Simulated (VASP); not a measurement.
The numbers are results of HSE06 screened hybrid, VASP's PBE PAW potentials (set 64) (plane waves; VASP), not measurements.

VASP ran on this input.

### KPOINTS
```
Automatic mesh
0
Gamma
1 1 1
0 0 0
```

### INCAR
```
AEXX  =  0.25
ALGO  =  Normal
EDIFF  =  1E-5
ENCUT  =  400
GGA  =  PE
HFSCREEN  =  0.2
ISIF  =  0
ISMEAR  =  0
ISPIN  =  2
ISYM  =  0
LASPH  =  .True.
LCHARG  =  .False.
LHFCALC  =  .True.
LMAXMIX  =  4
LORBIT  =  10
LREAL  =  Auto
LWAVE  =  .False.
MAGMOM  =  71*0.0141
NELECT  =  285.0
NELM  =  50
NELMIN  =  4
NUPDOWN  =  1
PREC  =  Normal
PRECFOCK  =  Fast
SIGMA  =  0.05
SYSTEM  =  Al35TiN35
```

**POSCAR**
```
Al35TiN35
1
    4.6932676572    -8.1289780179     0.0000000000
    4.6932676572     8.1289780179     0.0000000000
    0.0000000000     0.0000000000    10.0192026156
Al N Ti
35 35 1
Direct
  0.2218101639   0.1134591591   0.2511398783
  0.1112773510   0.2237539219   0.9977405769
  0.2209694836   0.1093328806   0.7517187834
  0.1207591559   0.2361202299   0.5044955143
  0.2301139411   0.4492355068   0.2535784919
  0.1113030554   0.5544284922   0.9972893423
  0.2205557869   0.4433021560   0.7406799416
  0.1209005718   0.5511339118   0.5030869957
  0.2218388888   0.7755630013   0.2510322511
  0.1108973639   0.8887463934   0.0018736456
  0.2210037735   0.7779966304   0.7510940842
  0.1092536114   0.8880689579   0.5013484343
  0.5554022021   0.1111721120   0.2510093652
  0.4440624707   0.2217941166   0.9997496169
  0.5552367904   0.1109956348   0.7497583763
  0.4429483465   0.2203197980   0.4999199844
  0.5560200508   0.4433792895   0.2476487728
  0.4441369231   0.5554586863   0.9943953354
  0.5545066401   0.4443520987   0.7484752208
  0.5559813160   0.7796009983   0.2480177362
  0.4440823871   0.8889705744   0.9996066890
  0.5544583373   0.7767631063   0.7484115556
  0.4430088965   0.8895451619   0.4998096031
  0.8919350637   0.1138218289   0.2507994274
  0.7769926305   0.2218703261   0.0010059603
  0.8867461522   0.1090754379   0.7514280892
  0.7800880032   0.2234005004   0.5000069610
  0.8917774387   0.4450012026   0.2503553311
  0.7774432802   0.5550984525   0.0004179400
  0.8871416240   0.4443571607   0.7508192413
  0.7792688298   0.5550293878   0.4995853404
  0.8890199393   0.7779365209   0.2504044128
  0.7773126172   0.8889070857   0.0007422745
  0.8875606684   0.7770757159   0.7501148505
  0.7792999313   0.8910299327   0.4998562751
  0.2210333622   0.1096946449   0.4424441694
  0.1119476816   0.2243211934   0.1889563358
  0.2221167840   0.1102084134   0.9427084212
  0.1066340944   0.2150152436   0.6975596324
  0.1116458721   0.5551114803   0.1883093692
  0.2214312597   0.4440831677   0.9375163795
  0.1071652958   0.5579637558   0.6964553632
  0.2210288244   0.7783992654   0.4423645456
  0.1113543713   0.8892559622   0.1928851516
  0.2221918154   0.7786710589   0.9421558266
  0.1095535649   0.8880531143   0.6925182959
  0.5567405465   0.1118331436   0.4422567744
  0.4439246778   0.2211460438   0.1905812502
  0.5553217045   0.1110366672   0.9411921508
  0.4431940960   0.2209659478   0.6915523533
  0.5590923714   0.4387697454   0.4380416674
  0.4526042094   0.5598487813   0.1850206548
  0.5562300217   0.4432094460   0.9400228704
  0.4442559068   0.5553744329   0.6957006169
  0.5592139886   0.7871734727   0.4383714649
  0.4439639613   0.8897322495   0.1905178911
  0.5562602820   0.7797333992   0.9399698696
  0.4433541558   0.8890283383   0.6914005692
  0.8942559955   0.1156612837   0.4422216134
  0.7774326076   0.2221287551   0.1923174903
  0.8868712331   0.1102514545   0.9424455976
  0.7772252614   0.2218760540   0.6916668155
  0.8941311873   0.4452735668   0.4417569516
  0.7795624415   0.5556675713   0.1915448920
  0.8869952481   0.4432890619   0.9418911651
  0.7767009854   0.5551344686   0.6908146270
  0.8878228397   0.7772944288   0.4416729609
  0.7796140129   0.8908644716   0.1918627353
  0.8883328162   0.7775288811   0.9418828117
  0.7766076744   0.8880885841   0.6910457183
  0.4174811630   0.5419690804   0.4849266992
```

POTCAR, in this order: Al N Ti (PBE.64 set). Program: vasp_gam. Read from the step before: WAVECAR.

What VASP printed:

**OSZICAR**
```
       N       E                     dE             d eps       ncg     rms          rms(c)
DAV:   1    -0.607204577874E+03   -0.60720E+03   -0.17976E+01   944   0.941E+00    0.489E+01
DAV:   2    -0.607270589078E+03   -0.66011E-01   -0.60234E-01   936   0.223E+00    0.334E+01
DAV:   3    -0.607266447942E+03    0.41411E-02   -0.40812E-02   920   0.567E-01    0.207E+01
DAV:   4    -0.607257408591E+03    0.90394E-02   -0.20220E-02   944   0.461E-01    0.125E+01
DAV:   5    -0.607255277088E+03    0.21315E-02   -0.60567E-03   960   0.245E-01    0.743E+00
DAV:   6    -0.607254762178E+03    0.51491E-03   -0.11812E-03   992   0.117E-01    0.436E+00
DAV:   7    -0.607254555848E+03    0.20633E-03   -0.77484E-04   944   0.768E-02    0.254E+00
DAV:   8    -0.607254610935E+03   -0.55087E-04   -0.18376E-04   896   0.322E-02    0.147E+00
DAV:   9    -0.607254657772E+03   -0.46837E-04   -0.10341E-04   796   0.273E-02    0.847E-01
DAV:  10    -0.607254713161E+03   -0.55389E-04   -0.55879E-05   616   0.172E-02    0.487E-01
DAV:  11    -0.607254755855E+03   -0.42694E-04   -0.36491E-05   576   0.124E-02    0.281E-01
DAV:  12    -0.607254788162E+03   -0.32307E-04   -0.25294E-05   540   0.923E-03    0.160E-01
DAV:  13    -0.607254811897E+03   -0.23735E-04   -0.17945E-05   540   0.746E-03    0.898E-02
DAV:  14    -0.607254829250E+03   -0.17353E-04   -0.13152E-05   520   0.622E-03    0.494E-02
DAV:  15    -0.607254841862E+03   -0.12612E-04   -0.95793E-06   504   0.521E-03    0.267E-02
DAV:  16    -0.607254851002E+03   -0.91407E-05   -0.69618E-06   496   0.438E-03
   1 F= -.60725485E+03 E0= -.60725485E+03  d E =-.248918E-12  mag=     1.0000
```

OUTCAR:
```
------------------------ aborting loop because EDIFF is reached ----------------------------------------
  volume of cell :      764.49
      direct lattice vectors                 reciprocal lattice vectors
     4.693267657 -8.128978018  0.000000000     0.106535582 -0.061508347  0.000000000
     4.693267657  8.128978018  0.000000000     0.106535582  0.061508347  0.000000000
     0.000000000  0.000000000 10.019202616     0.000000000  0.000000000  0.099808342
  FREE ENERGIE OF THE ION-ELECTRON SYSTEM (eV)
  ---------------------------------------------------
  free  energy   TOTEN  =      -607.2548510023 eV

  energy  without entropy=     -607.2548510023  energy(sigma->0) =     -607.25485100

  exchange ACFDT corr.  =         0.00000000  see jH, gK, PRB 81, 115126

 total charge

# of ion       s       p       d       tot
------------------------------------------
    1        0.411   0.444   0.000   0.855
    2        0.413   0.447   0.000   0.860
    3        0.415   0.456   0.000   0.871
    4        0.428   0.408   0.000   0.836
    5        0.433   0.425   0.000   0.858
    6        0.413   0.448   0.000   0.861
    7        0.401   0.445   0.000   0.846
    8        0.426   0.407   0.000   0.833
    9        0.411   0.444   0.000   0.855
   10        0.413   0.450   0.000   0.863
   11        0.415   0.455   0.000   0.870
   12        0.418   0.450   0.000   0.868
   13        0.413   0.449   0.000   0.862
   14        0.414   0.452   0.000   0.866
   15        0.414   0.451   0.000   0.864
   16        0.415   0.454   0.000   0.868
   17        0.412   0.450   0.000   0.862
   18        0.413   0.447   0.000   0.860
   19        0.413   0.452   0.000   0.865
   20        0.412   0.450   0.000   0.862
   21        0.414   0.452   0.000   0.866
   22        0.413   0.452   0.000   0.865
   23        0.415   0.454   0.000   0.869
   24        0.412   0.447   0.000   0.860
   25        0.414   0.451   0.000   0.865
   26        0.415   0.456   0.000   0.871
   27        0.413   0.448   0.000   0.861
   28        0.412   0.448   0.000   0.860
   29        0.414   0.451   0.000   0.864
   30        0.415   0.455   0.000   0.870
   31        0.414   0.444   0.000   0.858
   32        0.413   0.449   0.000   0.862
   33        0.414   0.451   0.000   0.864
   34        0.413   0.448   0.000   0.861
   35        0.414   0.445   0.000   0.858
   36        1.235   2.576   0.000   3.811
   37        1.232   2.584   0.000   3.816
   38        1.230   2.601   0.000   3.830
   39        1.237   2.601   0.000   3.838
   40        1.233   2.585   0.000   3.818
   41        1.229   2.591   0.000   3.820
   42        1.237   2.599   0.000   3.835
   43        1.235   2.576   0.000   3.811
   44        1.228   2.593   0.000   3.821
   45        1.229   2.600   0.000   3.830
   46        1.229   2.604   0.000   3.833
   47        1.231   2.595   0.000   3.826
   48        1.229   2.600   0.000   3.829
   49        1.229   2.600   0.000   3.829
   50        1.228   2.597   0.000   3.825
   51        1.241   2.562   0.000   3.803
   52        1.237   2.583   0.000   3.820
   53        1.229   2.598   0.000   3.827
   54        1.234   2.573   0.000   3.807
   55        1.241   2.562   0.000   3.803
   56        1.229   2.599   0.000   3.828
   57        1.229   2.598   0.000   3.828
   58        1.228   2.597   0.000   3.825
   59        1.233   2.573   0.000   3.806
   60        1.228   2.597   0.000   3.826
   61        1.229   2.601   0.000   3.831
   62        1.228   2.597   0.000   3.825
   63        1.232   2.573   0.000   3.805
   64        1.229   2.596   0.000   3.826
   65        1.229   2.601   0.000   3.830
   66        1.229   2.600   0.000   3.829
   67        1.229   2.600   0.000   3.829
   68        1.229   2.596   0.000   3.825
   69        1.228   2.595   0.000   3.823
   70        1.229   2.601   0.000   3.830
   71        0.489   0.745   2.549   3.783
--------------------------------------------------
tot         58.088 107.085   2.549 167.722

 magnetization (x)

# of ion       s       p       d       tot
------------------------------------------
    1       -0.000  -0.000   0.000  -0.000
    2       -0.000  -0.000   0.000  -0.000
    3       -0.000  -0.000   0.000  -0.001
    4        0.008   0.012   0.000   0.020
    5       -0.011  -0.008   0.000  -0.018
    6       -0.000  -0.000   0.000  -0.000
    7       -0.000  -0.001   0.000  -0.001
    8        0.010   0.014   0.000   0.023
    9       -0.000  -0.000   0.000  -0.000
   10       -0.000  -0.000   0.000  -0.000
   11       -0.000  -0.000   0.000  -0.001
   12       -0.000   0.004   0.000   0.004
   13       -0.000  -0.000   0.000  -0.000
   14       -0.000  -0.000   0.000  -0.000
...
```
(Selected blocks of OUTCAR.)

**OUTCAR**
```
 val. band max:        8.1527038345   @ k =   0.0000   0.0000   0.0000

 cond. band min:       9.8082196872   @ k =   0.0000   0.0000   0.0000


 Fermi energy:         8.1128413130

 spin component 1

 k-point     1 :       0.0000    0.0000    0.0000
  band No.  band energies     occupation
      1     -11.6270      1.00000
      2     -10.7263      1.00000
      3     -10.6760      1.00000
      4     -10.4241      1.00000
      5     -10.4020      1.00000
      6     -10.3725      1.00000
      7     -10.3516      1.00000
      8     -10.2708      1.00000
      9     -10.1009      1.00000
     10      -9.7471      1.00000
     11      -9.7334      1.00000
     12      -9.7268      1.00000
     13      -9.7234      1.00000
     14      -9.7057      1.00000
     15      -9.6763      1.00000
     16      -9.6547      1.00000
     17      -9.6337      1.00000
     18      -9.6324      1.00000
     19      -9.5609      1.00000
     20      -9.4989      1.00000
     21      -9.4168      1.00000
     22      -9.2224      1.00000
     23      -9.0867      1.00000
     24      -9.0621      1.00000
     25      -9.0565      1.00000
     26      -9.0129      1.00000
     27      -9.0030      1.00000
     28      -8.9464      1.00000
     29      -8.9354      1.00000
     30      -8.9116      1.00000
     31      -8.8936      1.00000
     32      -8.8531      1.00000
     33      -8.8488      1.00000
     34      -8.8153      1.00000
     35      -8.7249      1.00000
     36      -1.4256      1.00000
     37      -0.8276      1.00000
     38      -0.3180      1.00000
     39      -0.3150      1.00000
     40      -0.3038      1.00000
     41      -0.2784      1.00000
     42      -0.2403      1.00000
     43      -0.2287      1.00000
     44      -0.2207      1.00000
     45      -0.2155      1.00000
     46      -0.2035      1.00000
     47      -0.1958      1.00000
     48      -0.1912      1.00000
     49      -0.1715      1.00000
...
```

The cell is charged, with a uniform compensating background. The supercell is sampled at Γ alone, which is coarse: total energies, pressure and levels can be off, energies of defects by several tenths of an eV.

The cell is a supercell with a defect, built from AlN (wurtzite): Ti_Al-vac_N, charge -1. The cell's shape comes from a PBE relaxation.
